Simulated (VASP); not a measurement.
Output of a VASP run:

OSZICAR:
```
...
DAV:   6    -0.269447080777E+02    0.33601E+01   -0.49362E+01  6112   0.619E+01    0.115E+01
DAV:   7    -0.256368740607E+02    0.13078E+01   -0.19498E+01  6264   0.369E+01    0.107E+01
DAV:   8    -0.253286863995E+02    0.30819E+00   -0.23449E+00  6296   0.145E+01    0.766E-01
DAV:   9    -0.253216174173E+02    0.70690E-02   -0.48462E-02  6192   0.220E+00    0.423E-01
DAV:  10    -0.253167224057E+02    0.48950E-02   -0.11723E-02  7016   0.985E-01    0.346E-01
DAV:  11    -0.253161256136E+02    0.59679E-03   -0.35415E-03  6616   0.547E-01    0.660E-02
DAV:  12    -0.253161129623E+02    0.12651E-04   -0.73584E-04  6144   0.251E-01    0.502E-02
DAV:  13    -0.253160964759E+02    0.16486E-04   -0.18250E-04  6128   0.113E-01    0.133E-02
DAV:  14    -0.253160961396E+02    0.33628E-06   -0.25185E-05  6224   0.485E-02    0.682E-03
DAV:  15    -0.253160960181E+02    0.12157E-06   -0.17248E-06  3752   0.128E-02
   1 F= -.25316096E+02 E0= -.25316048E+02  d E =-.253161E+02
       N       E                     dE             d eps       ncg     rms          rms(c)
DAV:   1    -0.253204833538E+02   -0.43872E-02   -0.17439E-01  6048   0.419E+00    0.544E-01
DAV:   2    -0.253180718672E+02    0.24115E-02   -0.32304E-02  6416   0.162E+00    0.296E-01
DAV:   3    -0.253167232275E+02    0.13486E-02   -0.80994E-03  6296   0.785E-01    0.129E-01
DAV:   4    -0.253165906022E+02    0.13263E-03   -0.12178E-03  6072   0.272E-01    0.345E-02
DAV:   5    -0.253165817841E+02    0.88181E-05   -0.75328E-05  6048   0.665E-02    0.160E-02
DAV:   6    -0.253165814789E+02    0.30520E-06   -0.68256E-06  6864   0.261E-02
   2 F= -.25316581E+02 E0= -.25316588E+02  d E =-.485461E-03
       N       E                     dE             d eps       ncg     rms          rms(c)
DAV:   1    -0.253165825235E+02   -0.73946E-06   -0.74521E-05  6048   0.870E-02    0.124E-02
DAV:   2    -0.253165815560E+02    0.96756E-06   -0.12554E-05  5576   0.326E-02    0.557E-03
DAV:   3    -0.253165810041E+02    0.55186E-06   -0.31359E-06  3304   0.161E-02
   3 F= -.25316581E+02 E0= -.25316588E+02  d E =-.484986E-03
       N       E                     dE             d eps       ncg     rms          rms(c)
DAV:   1    -0.253183744239E+02   -0.17929E-02   -0.66702E-02  6048   0.252E+00    0.297E-01
DAV:   2    -0.253171723462E+02    0.12021E-02   -0.50935E-03  6216   0.566E-01    0.163E-01
DAV:   3    -0.253169672939E+02    0.20505E-03   -0.18009E-03  6112   0.430E-01    0.692E-02
DAV:   4    -0.253168932879E+02    0.74006E-04   -0.29996E-04  6120   0.131E-01    0.324E-02
DAV:   5    -0.253168959431E+02   -0.26552E-05   -0.28144E-05  6328   0.419E-02    0.694E-03
DAV:   6    -0.253168958003E+02    0.14282E-06   -0.70998E-07  3032   0.719E-03
   4 F= -.25316896E+02 E0= -.25316926E+02  d E =-.314796E-03
       N       E                     dE             d eps       ncg     rms          rms(c)
DAV:   1    -0.253188340565E+02   -0.19381E-02   -0.84474E-02  6048   0.284E+00    0.334E-01
DAV:   2    -0.253173121061E+02    0.15220E-02   -0.64941E-03  6216   0.638E-01    0.184E-01
DAV:   3    -0.253170506068E+02    0.26150E-03   -0.22957E-03  6112   0.486E-01    0.779E-02
DAV:   4    -0.253169563079E+02    0.94299E-04   -0.38229E-04  6120   0.148E-01    0.367E-02
DAV:   5    -0.253169595067E+02   -0.31988E-05   -0.35903E-05  6312   0.473E-02    0.774E-03
DAV:   6    -0.253169593084E+02    0.19835E-06   -0.91629E-07  3096   0.818E-03
   5 F= -.25316959E+02 E0= -.25317018E+02  d E =-.378304E-03
```

**OUTCAR**
```
------------------------ aborting loop because EDIFF is reached ----------------------------------------
  FORCE on cell =-STRESS in cart. coord.  units (eV):
  Direction    XX          YY          ZZ          XY          YZ          ZX
  --------------------------------------------------------------------------------------
  Total        0.0458090      0.0458090      0.0417705      0.0000000     -0.0000000      0.0000000
  in kB        2.1824750      2.1824740      1.9900693      0.0000000     -0.0000002      0.0000000
  external PRESSURE =       2.1183394 kB  Pullay stress =       0.0000000 kB
  volume of cell :       33.63
      direct lattice vectors                 reciprocal lattice vectors
     1.381174201  0.797420688  5.088911180     0.362010816  0.209007090  0.065501914
    -1.381174201  0.797420688  5.088911180    -0.362010816  0.209007090  0.065501914
     0.000000000 -1.594842670  5.088911232     0.000000000 -0.418014176  0.065501861
 POSITION                                       TOTAL-FORCE (eV/Angst)
 -----------------------------------------------------------------------------------
      0.00000      0.00000      0.00000         0.000000      0.000000     -0.000000
      0.00000     -0.00000      3.85745        -0.000000     -0.000000      0.016952
      0.00000     -0.00000     11.40929        -0.000000      0.000000     -0.016952
 -----------------------------------------------------------------------------------
    total drift:                                0.000000     -0.000000      0.000000
  FREE ENERGIE OF THE ION-ELECTRON SYSTEM (eV)
  ---------------------------------------------------
  free  energy   TOTEN  =       -25.3169593084 eV

  energy  without entropy=      -25.3171342780  energy(sigma->0) =      -25.31701763

 reached required accuracy - stopping structural energy minimisation
```
(Selected blocks of OUTCAR.)

**POSCAR**
```
TcO2
1
    1.3863941922     0.8004344499     5.0574565279
   -1.3863941922     0.8004344499     5.0574565279
    0.0000000000    -1.6008701919     5.0574565784
Tc O
1 2
Direct
  0.0000000000   0.0000000000   0.0000000000
  0.2528567967   0.2528567967   0.2528567938
  0.7471432033   0.7471432033   0.7471432062
```

### Question
Reconstruct the remaining input files.

### Answer
Several could match; the one computed here: the input of the run itself, PBEsol GGA, plane waves, VASP's PBE PAW potentials (set 64).

File KPOINTS:
```
Automatic mesh
0
Gamma
12 12 12
0 0 0
```

### INCAR
```
! general
SYSTEM  = TcO2
PREC    = Accurate
ENCUT   = 520
LREAL   = .FALSE.
LASPH   = .TRUE.

! electronic loop
EDIFF   = 1E-6
NELM    = 100
ALGO    = Normal
LMAXMIX = 4

! smearing
ISMEAR  = 1
SIGMA   = 0.1

! functional
GGA     = PS

! ions
IBRION  = 2
NSW     = 60
ISIF    = 3
EDIFFG  = -0.02

! output
LWAVE   = .FALSE.
LCHARG  = .FALSE.
```

POTCAR, in this order: Tc_pv O (PBE.64 set). Program: vasp_std.

The structure was generated: TcO2 was put into the CdCl2 type (R-3m), which need not be its known phase. This run relaxes it. Symmetry was kept, so distortions that lower it aren't found. The start is the result of an earlier pass. The electron count is odd and the run is not spin-polarised, which forces a metal.
